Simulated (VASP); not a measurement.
Computed with PBEsol GGA, VASP's PBE PAW potentials (set 64) (plane waves; VASP 6.6.1).

Input for VASP

### KPOINTS
```
Automatic mesh
0
Gamma
4 4 3
0 0 0
```

File POSCAR:
```
Ni3Sn4
12.210150
  0.5000000000  -0.1660327678   0.0000000000
  0.5000000000   0.1660327678   0.0000000000
 -0.1103578580   0.0000000000   0.4109829937
Ni Sn
3 4
direct
  0.0000000000   0.0000000000   0.0000000000
  0.7841600000   0.7841600000   0.6635600000
  0.2158400000   0.2158400000   0.3364400000
  0.5726500000   0.5726500000   0.3135700000
  0.4273500000   0.4273500000   0.6864300000
  0.8278800000   0.8278800000   0.1874400000
  0.1721200000   0.1721200000   0.8125600000
```

**INCAR**
```
LMAXMIX = 4
LCHARG = F
SIGMA = 0.1   # width (eV)
ISMEAR = -1
ALGO = Normal   # blocked Davidson
ENCUT = 300   # plane-wave cut-off (eV)
GGA = PS
LWAVE = F
ISIF = 2
NELM = 100   # most electronic steps
LREAL = F
EDIFF = 1E-6
PREC = Accurate
LASPH = T
SYSTEM = Ni3Sn4
```

POTCAR, in this order: Ni Sn_d (PBE.64 set). Program: vasp_std.

The resulting files:

### OUTCAR
```
 ion  position               nearest neighbor table
   1  0.000  0.000  0.000-   6 2.54   7 2.54   4 2.61   4 2.61   5 2.61   5 2.61   2 2.76   3 2.76
  LATTYP: Found a base centered monoclinic cell.
 ALAT       =    12.2101500000
 B/A-ratio  =     0.3320655356
 C/A-ratio  =     0.4255418639
 COS(beta)  =    -0.2593349031
 Subroutine PRICEL returns:
 Original cell was already a primitive cell.
 Subroutine GETGRP returns: Found  4 space group operations
The static configuration has the point symmetry C_2h.
The dynamic configuration has the point symmetry C_2h.
 Subroutine INISYM returns: Found  4 space group operations
 Subroutine IBZKPT returns following result:
 Found     17 irreducible k-points:

 Following reciprocal coordinates:
            Coordinates               Weight
  0.000000  0.000000  0.000000      1.000000
  0.250000 -0.000000  0.000000      4.000000
  0.500000 -0.000000  0.000000      2.000000
  0.250000  0.250000  0.000000      2.000000
  0.500000  0.250000  0.000000      4.000000
 -0.250000  0.250000  0.000000      2.000000
  0.500000  0.500000  0.000000      1.000000
  0.000000  0.000000  0.333333      2.000000
  0.250000 -0.000000  0.333333      4.000000
  0.500000 -0.000000  0.333333      4.000000
 -0.250000  0.000000  0.333333      4.000000
  0.250000  0.250000  0.333333      2.000000
  0.500000  0.250000  0.333333      4.000000
 -0.250000  0.250000  0.333333      4.000000
  0.500000  0.500000  0.333333      2.000000
 -0.250000  0.500000  0.333333      4.000000
 -0.250000 -0.250000  0.333333      2.000000
   k-points           NKPTS =     17   k-points in BZ     NKDIM =     17   number of bands    NBANDS=     51
   number of dos      NEDOS =    301   number of ions     NIONS =      7
   total plane-waves  NPLWV =  38880
   dimension x,y,z NGX =    36 NGY =   36 NGZ =   30
   dimension x,y,z NGXF=    72 NGYF=   72 NGZF=   60
   ions per type =               3   4
   PREC   = accura    normal or accurate (medium, high low for compatibility)
   ISTART =      0    job   : 0-new  1-cont  2-samecut
   ICHARG =      2    charge: 1-file 2-atom 10-const
   ISPIN  =      1    spin polarized calculation?
   LNONCOLLINEAR =      F non collinear calculations
   LSORBIT =      F    spin-orbit coupling
   INIWAV =      1    electr: 0-lowe 1-rand  2-diag
   ENCUT  =  300.0 eV  22.05 Ry    4.70 a.u.   9.08  9.08  7.34*2*pi/ulx,y,z
   NELM   =    100;   NELMIN=  2; NELMDL= -5     # of ELM steps
   EDIFF  = 0.1E-05   stopping-criterion for ELM
   LREAL  =      F    real-space projection
   NLSPLINE    = F    spline interpolate recip. space projectors
   LMAXMIX     =    4 max onsite mixed and CHGCAR
   VOSKOWN=      0    Vosko Wilk Nusair interpolation
   EDIFFG = 0.1E-04   stopping-criterion for IOM
   NSW    =      0    number of steps for IOM
   NBLOCK =      1;   KBLOCK =      1    inner block; outer block
   IBRION =     -1    ionic relax: 0-MD 1-quasi-New 2-CG
   NFREE  =      0    steps in history (QN), initial steepest desc. (CG)
   ISIF   =      2    stress and relaxation
   ISYM   =      2    0-nonsym 1-usesym 2-fastsym
   TEIN   =    0.0    initial temperature
   TEBEG  =    0.0;   TEEND  =   0.0 temperature during run
   SMASS  =  -3.00    Nose mass-parameter (am)
   PSTRESS=    0.0 pullay stress
   NELECT =      86.0000    total number of electrons
   EFERMI =   0.00;   METHOD = LEGACY
   ISMEAR =    -1;   SIGMA  =   0.10  broadening in eV -4-tet -1-fermi 0-gaus
   IALGO  =     38    algorithm
   LDIAG  =      T    sub-space diagonalisation (order eigenvalues)
   IMIX   =      4    mixing-type and parameters
     AMIX     =   0.40;   BMIX     =  1.00
     AMIX_MAG =   1.60;   BMIX_MAG =  1.00
     AMIN     =   0.10
...
```

File OSZICAR:
```
       N       E                     dE             d eps       ncg     rms          rms(c)
DAV:   1     0.743935603005E+03    0.74394E+03   -0.28829E+04  1782   0.200E+03
DAV:   2     0.727738350461E+02   -0.67116E+03   -0.65745E+03  1734   0.534E+02
DAV:   3    -0.351493221348E+02   -0.10792E+03   -0.10570E+03  1823   0.202E+02
DAV:   4    -0.403763015315E+02   -0.52270E+01   -0.51689E+01  1963   0.504E+01
DAV:   5    -0.405171363836E+02   -0.14083E+00   -0.14068E+00  2361   0.748E+00    0.179E+01
DAV:   6    -0.470112386353E+02   -0.64941E+01   -0.71543E+01  1883   0.764E+01    0.268E+01
DAV:   7    -0.376165128407E+02    0.93947E+01   -0.23514E+01  1927   0.541E+01    0.461E+00
DAV:   8    -0.376124219536E+02    0.40909E-02   -0.43817E+00  2211   0.141E+01    0.422E+00
DAV:   9    -0.376386909807E+02   -0.26269E-01   -0.14648E+00  2115   0.155E+01    0.432E+00
DAV:  10    -0.374691757291E+02    0.16952E+00   -0.56730E-01  1915   0.116E+01    0.623E-01
DAV:  11    -0.374729830888E+02   -0.38074E-02   -0.71203E-02  1838   0.175E+00    0.373E-01
DAV:  12    -0.374726770536E+02    0.30604E-03   -0.16265E-02  1971   0.161E+00    0.372E-01
DAV:  13    -0.374714414351E+02    0.12356E-02   -0.47806E-03  2031   0.111E+00    0.852E-02
DAV:  14    -0.374715035719E+02   -0.62137E-04   -0.70118E-04  2083   0.230E-01    0.699E-02
DAV:  15    -0.374714724444E+02    0.31127E-04   -0.19097E-04  1965   0.151E-01    0.162E-02
DAV:  16    -0.374714740910E+02   -0.16466E-05   -0.21524E-05  1763   0.424E-02    0.954E-03
DAV:  17    -0.374714733923E+02    0.69866E-06   -0.18745E-06  1192   0.109E-02
   1 F= -.37471473E+02 E0= -.37424079E+02  d E =-.947897E-01
```

### OUTCAR
```
------------------------ aborting loop because EDIFF is reached ----------------------------------------
  FORCE on cell =-STRESS in cart. coord.  units (eV):
  Direction    XX          YY          ZZ          XY          YZ          ZX
  --------------------------------------------------------------------------------------
  Total       -1.4269113     -0.9371377     -2.5454198      0.0000000      0.0000000      0.1393862
  in kB      -18.4046224    -12.0874126    -32.8313951      0.0000000      0.0000000      1.7978349
  external PRESSURE =     -21.1078100 kB  Pullay stress =       0.0000000 kB
  volume of cell :      124.22
      direct lattice vectors                 reciprocal lattice vectors
     6.105075000 -2.027285000  0.000000000     0.081899076 -0.246635278  0.021991680
     6.105075000  2.027285000  0.000000000     0.081899076  0.246635278  0.021991680
    -1.347486000  0.000000000  5.018164000     0.000000000  0.000000000  0.199276070
 POSITION                                       TOTAL-FORCE (eV/Angst)
 -----------------------------------------------------------------------------------
      0.00000      0.00000      0.00000         0.000000      0.000000      0.000000
      8.68057      0.00000      3.32985         0.039233      0.000000     -0.015935
      2.18209      0.00000      1.68831        -0.039233      0.000000      0.015935
      6.56961      0.00000      1.57355         0.078674      0.000000     -0.075683
      4.29305      0.00000      3.44462        -0.078674      0.000000      0.075683
      9.85597      0.00000      0.94060         0.076792      0.000000      0.052037
      1.00670      0.00000      4.07756        -0.076792      0.000000     -0.052037
 -----------------------------------------------------------------------------------
    total drift:                               -0.000000     -0.000000     -0.000000
  FREE ENERGIE OF THE ION-ELECTRON SYSTEM (eV)
  ---------------------------------------------------
  free  energy   TOTEN  =       -37.4714733923 eV

  energy  without entropy=      -37.3766836515  energy(sigma->0) =      -37.42407852
```
(Selected blocks of OUTCAR.)

At this cut-off the stress carries a Pulay error, which pulls relaxed volumes low.

The structure comes from a computed database's Ni3Sn4 entry; how it stands against other phases isn't given here. The cell was not relaxed at this level. The k-mesh is coarse (spacing up to 0.42 per Å, 2π included), so the numbers may not be converged in it. The run is not spin-polarised, so no magnetic state was tried.
